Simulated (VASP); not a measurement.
A VASP calculation is set up with these files.

**KPOINTS**
```
Automatic mesh
0
G
 10 10 10
0 0 0
```

**INCAR**
```
# general
SYSTEM = Li2O
PREC   = Accurate
ENCUT  = 520
LREAL  = .FALSE.
LASPH  = .TRUE.

# electronic loop
EDIFF  = 1E-7
NELM   = 100
ALGO   = Normal

# smearing
ISMEAR = 0
SIGMA  = 0.05

# ions
ISIF   = 2

# output
LWAVE  = .FALSE.
LCHARG = .FALSE.
```

**POSCAR**
```
Li2O
4.5828130
  0.0000000000   0.5000000290   0.5000000290
  0.5000000290   0.0000000000   0.5000000290
  0.5000000290   0.5000000290   0.0000000000
Li O
2 1
Direct
  0.2500000000   0.2500000000   0.2500000000
  0.7500000000   0.7500000000   0.7500000000
  0.0000000000   0.0000000000   0.0000000000
```

POTCAR, in this order: Li_sv O (LDA.64 set). Program: vasp_std.

Write an equivalent input for Quantum ESPRESSO's pw.x.

One equivalent input (not run):
```
&CONTROL
  calculation = 'scf'
  pseudo_dir = './pseudo'
  outdir = './out'
  tprnfor = .true.
  tstress = .true.
/
&SYSTEM
  ibrav = 0
  nat = 3
  ntyp = 2
  ecutwfc = 84
  occupations = 'smearing'
  smearing = 'gaussian'
  degauss = 0.003675
  input_dft = 'pz'
/
&ELECTRONS
  conv_thr = 7.3e-09
  electron_maxstep = 100
/
ATOMIC_SPECIES
  Li 6.940 Li.upf
  O 15.999 O.upf
CELL_PARAMETERS angstrom
     0.0000000    2.2914066    2.2914066
     2.2914066    0.0000000    2.2914066
     2.2914066    2.2914066    0.0000000
ATOMIC_POSITIONS crystal
  Li   0.2500000  0.2500000  0.2500000
  Li   0.7500000  0.7500000  0.7500000
  O    0.0000000  0.0000000  0.0000000
K_POINTS automatic
  10 10 10 0 0 0
```
The two are equivalent in intent, not identical: the potentials are each code's own (VASP's PAW set, PseudoDojo norm-conserving files in pw.x), so ENCUT and ecutwfc are chosen apart and not converted; conv_thr bounds pw.x's estimated SCF error, while EDIFF bounds the energy change between steps.

The compound is Li2O in the antifluorite structure. This cell is one point of a volume scan, at 1.06 of the reference volume.
